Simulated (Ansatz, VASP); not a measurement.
**Ba3Mg: VASP beside Ansatz**

```
Ba Mg
1.0
     5.86459    0.00000    0.00000
     0.00000    5.86459    0.00000
     0.00000    0.00000    5.86459
Ba Mg
3 1
Direct
  0.00000 0.50000 0.50000
  0.50000 0.00000 0.50000
  0.50000 0.50000 0.00000
  0.00000 0.00000 0.00000
```

Alike in both runs: functional PBE; k mesh 8 × 8 × 8; occupations gaussian, width 0.1 eV; no spin polarisation.

Ansatz relaxed the structure, and its values are those at the end. VASP's run is a single point on that final structure, the one shown.

|  | VASP | Ansatz |
| --- | --- | --- |
| version | VASP 6.6.1 | Ansatz 0.2.0 |
| potentials or method | VASP PAW PBE potentials, release 64 (Ba_sv, Mg) | scalar-relativistic, plane waves, PAW |
| plane-wave cutoff (eV) | 520 | 420 |
| valence electrons in the cell | 32 | 40 |

|  | VASP | Ansatz | Ansatz less VASP |
| --- | --- | --- | --- |
| gap on the k mesh at the Fermi level (eV) | none | none | - |
| pressure (GPa) | 0.1 | 0.0 | -0.10 |

A gap of «none» marks a metal or a gap that the smearing closes. The two sets of potentials don't hold the same shells in valence.

The runs have no spin-orbit coupling, so splittings on Ba are missing.
